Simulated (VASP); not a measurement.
Input for VASP

### KPOINTS
```
Automatic mesh
0
Gamma
7 7 1
0 0 0
```

### POSCAR
```
SrO
1
    3.7942000000     0.0000000000     0.0000000000
   -1.8971000000     3.2858730000     0.0000000000
    0.0000000000     0.0000000000    14.0000000000
Sr O
1 1
Direct
  0.6666670000   0.3333330000   0.5000000000
  0.3333330000   0.6666670000   0.5000000000
```

INCAR:
```
SYSTEM = SrO
PREC = Accurate
ENCUT = 400
EDIFF = 1E-6
NELM = 100
ALGO = Normal
LREAL = .FALSE.
LASPH = .TRUE.
ISMEAR = 0
SIGMA = 0.05
GGA = PE
LMAXMIX = 4
LWAVE = .FALSE.
LCHARG = .FALSE.
ISIF = 2
```

POTCAR, in this order: Sr_sv O (PBE.64 set). Program: vasp_std.

Problem. Write an equivalent input for Ansatz.

Solution. One equivalent input (not run):
Ansatz 0.2 input:
```yaml
crystal:
  lattice:
    - [3.7942000, 0.0000000, 0.0000000]
    - [-1.8971000, 3.2858730, 0.0000000]
    - [0.0000000, 0.0000000, 14.0000000]
  atoms:
    - { symbol: Sr, position: [0.6666670, 0.3333330, 0.5000000] }
    - { symbol: O, position: [0.3333330, 0.6666670, 0.5000000] }
kpoints:
  mp_grid: { grid: [7, 7, 1] }
hamiltonian:
  xc: pbe
  pseudopotentials: { kind: paw }
scf:
  occupations: { method: gaussian, width: 0.05 }
  max_iter: 100
output: { forces: true, stress: true, eigenvalues: true }
```
What does not carry over: each code has its own PAW files, so the cut-off isn't converted (ENCUT is set for VASP's; basis.ecutwfc is left out, and Ansatz then takes the one that its files recommend); Ansatz stops its SCF on the density residual and VASP on the energy change (EDIFF).

The cell is a sheet with vacuum, built from a generated structure.
